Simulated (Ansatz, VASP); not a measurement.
# Cross-check of VSe2 between VASP and Ansatz

Wanted: the spread between two codes on one cell, functional and k mesh. The cell is taken from a series of runs on this material, whose earlier steps may have relaxed, scaled, displaced or heated it; both programs get it as it stands.

Method: plane waves, with VASP 6.6.1 beside it; single point at r2SCAN, in Ansatz 0.2.0.

### Step 1. Starting point

It takes space group P-3m1 (No. 164, trigonal). Conventional cell: a = 3.418 Å, b = 3.418 Å, c = 6.311 Å, α = 90.00°, β = 90.00°, γ = 120.00°. Nearest to V lie 6 Se at 2.50 Å. Se has 3 V at 2.50 Å nearest. Farther neighbours and most contacts between anions are not listed.

### Step 2. Ansatz: single point, r2SCAN

Ansatz runs on its default PAW (the set named soft_2) files.

With cell and atoms fixed, the geometry can't cause a difference; cores, projectors, grids and the points listed under the comparison can.

input.yaml

```yaml
crystal:
  lattice:
    - [3.41776438, 0.0, 0.0]
    - [-1.70888219, 2.95987078, 0.0]
    - [0.0, 0.0, 6.31096719]
  atoms:
    - { symbol: V, position: [0.0, 0.0, 0.0], spin: 2.0 }
    - { symbol: Se, position: [0.33333333, 0.66666667, 0.24253318] }
    - { symbol: Se, position: [0.66666667, 0.33333333, 0.75746682] }
hamiltonian:
  xc: r2scan
  pseudopotentials: { kind: paw }
magnetization:
  spin_polarized: true
kpoints:
  mp_grid: { grid: [8, 8, 4] }
scf:
  occupations: { method: gaussian, width: 0.05 }
  n_extra_bands: 7
output:
  forces: true
  stress: true
  eigenvalues: true
```

Launch:

```console
$ ansatz run input.yaml --threads 4 --pin off --max-ram 9216MiB --backend cpu --events-out ev --progress --plain --runs-dir out
```

Numbers of over 12 decimals in the logs are rounded to 6 here.

Output:

```text
scf.n_extra_bands = 7 over 23 filled bands (N_el = 45.0): the run solves 30 bands
Engine: ansatz 0.2.0, aarch64-unknown-linux-gnu
Pseudopotentials: kind: paw
Pseudopotential: V, paw, valence charge 13, recommended cutoff 500 eV (meta_gga), V.paw.azcp
Pseudopotential: Se, paw, valence charge 16, recommended cutoff 500 eV (meta_gga), Se.paw.azcp
Functional definition: r2SCAN
  parameter k0 = 0.174
  parameter k1 = 0.065
  parameter a1 = 4.9479
  exchange = r2scan_x(k0 = k0, k1 = k1, a1 = a1)
  correlation = r2scan_c
Crystal: 3 atoms, lattice volume = 63.843 Å³
Basis set: ecut = 500 eV, 1643 PW (Γ), exchange–correlation on 100×100×192 points (64 copies of the dense FFT grid, shifted against one another)
Bands: 30, of which v1, the nominal top of the filled ones, is band 23 counted from 1 (22 counted from 0)
Symmetry: 12 space group operations
Space group: P-3m1 (ITA 164), of the structure as read, at distance tolerance 4.0e-5 Å
Magnetic group: BNS 164.85 (UNI 1315), of the structure as read, at distance tolerance 4.0e-5 Å
k-points: 35 of 256
Non-local potential: V, projectors of the file, l = 0: 3, l = 1: 2, l = 2: 3, l = 3: 1
Non-local potential: Se, projectors of the file, l = 0: 2, l = 1: 2, l = 2: 3, l = 3: 1
PAW form: soft (Blöchl's): semilocal exchange-correlation on the pseudo side does not see the compensation charge
PAW frozen core: V, regenerated for the run's functional (the file was generated under x = pbe(κ = 0.804, μ = 0.219515), c = pbe(β = 0.066725))
PAW frozen core: Se, regenerated for the run's functional (the file was generated under x = pbe(κ = 0.804, μ = 0.219515), c = pbe(β = 0.066725))
PAW one-centre angular grid: V, 590 points (default); XC on 160 Gauss nodes
PAW one-centre angular grid: Se, 590 points (default); XC on 160 Gauss nodes
Initial density: superposition of atomic densities (chi_scale 0.1, normalization cell, long waves kept (reshape's long-wave potential 0.08 eV rms))
Starting moments: Σ|m| = 2 μB on 1 of 3 sites
Initial wavefunctions: pseudopotential atomic-orbital guess
Functional: x = r2scan, c = r2scan; τ floored in thin density (d = 2e-4 eV/Å³)
SCF iter   1: F=—  HF=-13875.877833 eV  |F-HF|=—  |Δ(HF+E_count)|=         —  Δρ=2.68e-2 (↑2.07e-2 ↓2.68e-2)  dr2=3.95e0  dr2_τ=1.42e-2  dr2_m=7.77e-2  M=1.293 μB ∫|m|=2.076 μB  β_m=0.85  ethr=3.10e-3  ⟨swp⟩=5.7  Hψ=8060  notcnv=0
Mixer restart at iter 1: flushing history
preconditioner: auto → Kerker (q_TF=auto, 2.574 Å⁻¹)  [metal: Δε(μ)=0.014 eV  Ē_g=9.889 eV  σ=0.050 eV  W_gap=0.15  n_scr=22 (ndim 8)  ℏωp=19.2 eV  f_vac=0.035  D(μ)=2.14/eV (n_scr^D=22)]
spin=Collinear: Kerker preconditioning applied to the charge; magnetization (m = ρ↑ − ρ↓) channel mixes plain (no charge-response kernel on spin).
SCF iter   2: F=—  HF=-13876.123182 eV  |F-HF|=—  |Δ(HF+E_count)|=   2.45e-1  Δρ=1.87e-2 (↑1.70e-2 ↓1.87e-2)  dr2=2.98e0  dr2_τ=1.26e-3  dr2_m=9.02e-3  M=1.196 μB ∫|m|=2.181 μB  β_m=0.30  ethr=3.10e-3  ⟨swp⟩=2.0  Hψ=3001  notcnv=0  defer=181  κ⁻¹=1.0e0(r=1)
SCF iter   3: F=—  HF=-13875.332865 eV  |F-HF|=—  |Δ(HF+E_count)|=   7.90e-1  Δρ=2.12e-2 (↑2.12e-2 ↓2.04e-2)  dr2=6.13e-1  dr2_τ=4.76e-3  dr2_m=2.28e-1  M=1.062 μB ∫|m|=2.357 μB  β_m=0.30  ethr=3.10e-3  ⟨swp⟩=2.9  Hψ=3806  notcnv=0  defer=181  κ⁻¹=1.0e-2(r=2)
SCF iter   4: F=—  HF=-13875.275441 eV  |F-HF|=—  |Δ(HF+E_count)|=   5.74e-2  Δρ=1.83e-2 (↑1.54e-2 ↓1.83e-2)  dr2=1.92e-1  dr2_τ=5.40e-3  dr2_m=1.39e-1  M=1.062 μB ∫|m|=2.284 μB  β_m=0.71  ethr=1.36e-3  ⟨swp⟩=2.0  Hψ=2954  notcnv=0  defer=185  κ⁻¹=8.5e-3(r=3)
SCF iter   5: F=—  HF=-13875.780063 eV  |F-HF|=—  |Δ(HF+E_count)|=         —  Δρ=9.92e-3 (↑9.92e-3 ↓3.69e-3)  dr2=1.37e-1  dr2_τ=9.45e-4  dr2_m=1.57e-2  M=1.063 μB ∫|m|=1.971 μB  β_m=1.00  ethr=4.26e-4  ⟨swp⟩=2.4  Hψ=4074  notcnv=0  defer=185
Mixer restart at iter 5: flushing history
SCF iter   6: F=—  HF=-13875.814388 eV  |F-HF|=—  |Δ(HF+E_count)|=   3.43e-2  Δρ=6.34e-3 (↑6.34e-3 ↓3.17e-3)  dr2=1.01e-1  dr2_τ=4.10e-4  dr2_m=2.77e-3  M=1.063 μB ∫|m|=1.848 μB  β_m=1.00  ethr=3.04e-4  ⟨swp⟩=2.0  Hψ=2517  notcnv=0  defer=185  κ⁻¹=1.0e0(r=1)
SCF iter   7: F=—  HF=-13875.833417 eV  |F-HF|=—  |Δ(HF+E_count)|=   1.90e-2  Δρ=4.11e-3 (↑2.32e-3 ↓4.11e-3)  dr2=2.92e-2  dr2_τ=2.02e-4  dr2_m=3.78e-3  M=1.062 μB ∫|m|=1.699 μB  β_m=1.00  ethr=2.23e-4  ⟨swp⟩=2.3  Hψ=3258  notcnv=0  defer=185  κ⁻¹=3.0e-2(r=2)
SCF iter   8: F=—  HF=-13875.838502 eV  |F-HF|=—  |Δ(HF+E_count)|=   5.08e-3  Δρ=2.16e-3 (↑2.16e-3 ↓1.57e-3)  dr2=1.03e-2  dr2_τ=1.04e-4  dr2_m=8.37e-4  M=1.063 μB ∫|m|=1.829 μB  β_m=1.00  ethr=6.49e-5  ⟨swp⟩=2.1  Hψ=4174  notcnv=0  defer=175  κ⁻¹=8.2e-3(r=3)
[...]
SCF iter  12: F=—  HF=-13875.838619 eV  |F-HF|=—  |Δ(HF+E_count)|=   7.14e-5  Δρ=5.28e-4 (↑3.43e-4 ↓5.28e-4)  dr2=1.05e-4  dr2_τ=7.34e-6  dr2_m=7.85e-5  M=1.063 μB ∫|m|=1.829 μB  β_m=1.00  ethr=1.41e-6  ⟨swp⟩=2.0  Hψ=3720  notcnv=0  defer=180  κ⁻¹=2.8e-4(r=7)
SCF iter  13: F=—  HF=-13875.839199 eV  |F-HF|=—  |Δ(HF+E_count)|=   5.80e-4  Δρ=1.19e-4 (↑1.19e-4 ↓1.19e-4)  dr2=1.08e-5  dr2_τ=4.01e-7  dr2_m=4.45e-6  M=1.063 μB ∫|m|=1.875 μB  β_m=1.00  ethr=2.32e-7  ⟨swp⟩=2.0  Hψ=3797  notcnv=0  defer=180  κ⁻¹=4.8e-5(r=8)
SCF iter  14: F=—  HF=-13875.839144 eV  |F-HF|=—  |Δ(HF+E_count)|=   5.45e-5  Δρ=1.00e-4 (↑1.00e-4 ↓4.87e-5)  dr2=7.76e-6  dr2_τ=1.63e-7  dr2_m=1.62e-6  M=1.063 μB ∫|m|=1.863 μB  β_m=1.00  ethr=2.39e-8  ⟨swp⟩=2.0  Hψ=3700  notcnv=0  defer=180  κ⁻¹=1.7e-5(r=8)
SCF iter  15: F=—  HF=-13875.839148 eV  |F-HF|=—  |Δ(HF+E_count)|=   3.46e-6  Δρ=3.81e-5 (↑3.81e-5 ↓3.50e-5)  dr2=3.94e-6  dr2_τ=2.03e-8  dr2_m=3.52e-8  M=1.063 μB ∫|m|=1.854 μB  β_m=1.00  ethr=1.72e-8  ⟨swp⟩=2.0  Hψ=3677  notcnv=0  defer=180  κ⁻¹=9.6e-6(r=8)
SCF iter  16: F=—  HF=-13875.839150 eV  |F-HF|=—  |Δ(HF+E_count)|=   2.42e-6  Δρ=3.24e-5 (↑3.24e-5 ↓2.20e-5)  dr2=1.54e-6  dr2_τ=1.79e-8  dr2_m=1.62e-7  M=1.063 μB ∫|m|=1.851 μB  β_m=1.00  ethr=8.75e-9  ⟨swp⟩=2.0  Hψ=3685  notcnv=0  defer=180  κ⁻¹=1.4e-5(r=8)
SCF iter  17: F=—  HF=-13875.839150 eV  |F-HF|=—  |Δ(HF+E_count)|=   5.00e-7  Δρ=1.02e-5 (↑7.27e-6 ↓1.02e-5)  dr2=7.31e-8  dr2_τ=1.55e-9  dr2_m=2.01e-8  M=1.063 μB ∫|m|=1.854 μB  β_m=1.00  ethr=3.43e-9  ⟨swp⟩=2.0  Hψ=3685  notcnv=0  defer=180  κ⁻¹=8.9e-6(r=8)
SCF iter  18: F=—  HF=-13875.839151 eV  |F-HF|=—  |Δ(HF+E_count)|=   1.48e-7  Δρ=4.86e-6 (↑4.83e-6 ↓4.86e-6)  dr2=2.33e-8  dr2_τ=3.37e-10  dr2_m=5.67e-10  M=1.063 μB ∫|m|=1.854 μB  β_m=1.00  ethr=1.63e-10  ⟨swp⟩=2.0  Hψ=3672  notcnv=0  defer=180  κ⁻¹=1.8e-6(r=8)
SCF iter  19: F=—  HF=-13875.839151 eV  |F-HF|=—  |Δ(HF+E_count)|=   1.80e-8  Δρ=3.73e-6 (↑3.73e-6 ↓2.89e-6)  dr2=6.59e-9  dr2_τ=3.12e-10  dr2_m=3.94e-9  M=1.063 μB ∫|m|=1.854 μB  β_m=1.00  ethr=5.18e-11  ⟨swp⟩=2.0  Hψ=3674  notcnv=0  defer=180  κ⁻¹=3.5e-6(r=8)
SCF iter  20: F=—  HF=-13875.839151 eV  |F-HF|=—  |Δ(HF+E_count)|=   4.52e-9  Δρ=1.02e-6 (↑1.02e-6 ↓9.36e-7)  dr2=9.20e-10  dr2_τ=2.64e-11  dr2_m=2.82e-10  M=1.063 μB ∫|m|=1.853 μB  β_m=1.00  ethr=1.46e-11  ⟨swp⟩=3.0  Hψ=4231  notcnv=0  defer=180  κ⁻¹=2.5e-6(r=8)
SCF iter  21: F=-13875.839151 eV  HF=-13875.839151 eV  |F-HF|=1.93e-9  |Δ(HF+E_count)|=   6.83e-9  Δρ=7.00e-7 (↑7.00e-7 ↓4.88e-7)  dr2=4.11e-10  dr2_τ=1.28e-11  dr2_m=8.59e-11  M=1.063 μB ∫|m|=1.853 μB  ethr=2.05e-12  ⟨swp⟩=7.1  Hψ=8657  notcnv=0
SCF 1 converged in 21 iterations: F = -13875.839151 eV  dr2 = 4.11e-10
  greatest PAW one-centre occupation: 1.001 electrons in one spin orbital (limit 2), on the V atom at site 0 (counted from 0), in its partial waves of l = 1
this state was not tested for a lower state beside it, because the mixer in use, unlike msr1, does not test its closes by its own steps (another_mixer; see scf.mixing.algorithm and scf.lower_state_search)
SCF converged after 21 iterations
Magnetization: 1.0625 μB (23.0313 up, 21.9687 down)
Absolute magnetization: 1.8363 μB (∫|ρ↑−ρ↓|, with the PAW one-centre terms)
Spin contamination: 0.1550 ħ² per cell (⟨S²⟩ above its minimum at these occupations)
Per-site moments (μB) at R_I (Å): [(1.243604, 1.030136), (-0.138257, 1.030136), (-0.138257, 1.030136)]
Free energy (F): -13875.839151 eV
Harris-Foulkes:  -13875.839151 eV  (|F-HF|=1.93e-9)
Internal energy: -13875.838063 eV  (E = F + TS)
E sigma→0 (E₀):  -13875.838607 eV
Entropy (-TS):   -0.001088 eV (-0.363 meV/atom)
Fermi energy:    9.581741 eV
--- Per-component energies (eV) ---
  E_band       = -1001.489442
  E_kinetic    = 572.876467
  E_local      = -6379.239568  (includes V_loc(G=0)·N_el)
  E_nonlocal   = -1235.698262
  E_hartree    = 3102.285184
  E_xc         = -323.426944
  E_vxc        = -395.770321  (∫ρ·V_xc dr)
  E_paw        = -4971.438619  (= ΣΔE_a)
  E_vpaw       = 209.191746  (= ΣTr[D̂ρ^β])
  E_aug_tail   = -0.000243  (compensation charges beyond the density's cutoff)
  E_vtau       = 22.580824  (kinetic-family band-sum trace: ∫τ·v_τ [+ j·A + Jᵃ·Aᵃ] dr)
  E_ewald      = -4637.400758
  E_core_change = -3.795321  (= ΣΔE_core)
  E_smearing   = -0.001088  (= −TS)
  E_closure    = 0.000000  (closes the sum)
  Σ components = -13875.839151   (vs F -13875.839151, Δ=0.00e0)
--- Forces (eV/Å), atoms counted from 1 ---
  atom   1  V      0.00000000    -0.00000000     0.00000000
  atom   2  Se    -0.00000000    -0.00000000    -0.02082386
  atom   3  Se     0.00000000     0.00000000     0.02082386
  max |Σ_I F_I| component: 6.94e-18 eV/Å
--- Stress (GPa, compression-positive) ---
        0.270645       0.000000      -0.000000
        0.000000       0.270645      -0.000000
       -0.000000      -0.000000       0.159545
  P = ⅓ Tr σ = 0.2336 GPa (2.336 kbar)
--- Band table (eV; the first three rows and the last of 70) ---
  k-point 0 ↑: bands = [... 19 lower, 8.6704, 8.6704, 8.9946, 9.1159, 10.3606, 10.3606, 12.8099, 12.8099, ... 3 higher]
  k-point 1 ↑: bands = [... 19 lower, 7.8507, 8.6684, 8.6684, 9.5064, 10.3020, 10.3020, 12.8963, 12.8963, ... 3 higher]
  k-point 2 ↑: bands = [... 19 lower, 6.8888, 8.6664, 8.6664, 9.5864, 10.2461, 10.2461, 12.9809, 12.9809, ... 3 higher]
  k-point 34 ↓: bands = [... 19 lower, 6.2226, 7.0091, 7.2409, 11.0273, 11.5283, 11.5971, 12.5399, 13.2054, ... 3 higher]
```

The column dr2 measures how far the density is from self-consistency, as an energy; F and HF (Harris–Foulkes) agree once it is small.

The run ends at a pressure of 0.23 GPa, with forces up to 0.021 eV/Å.

(Continued in part 2 of 2.)

[Lines on the potential files, build, host, timing and source positions are cut from VASP's logs without a mark.]

[Logs are printed without paths, hosts, clocks, repeated set-up lines and the standing remarks that a program may print on its own settings, such as how far it seeks lower states.]

[Hosts, paths, dates, database ids (printed as entryN), source tags and the programs' standing remarks are cut or masked in the printed files.]
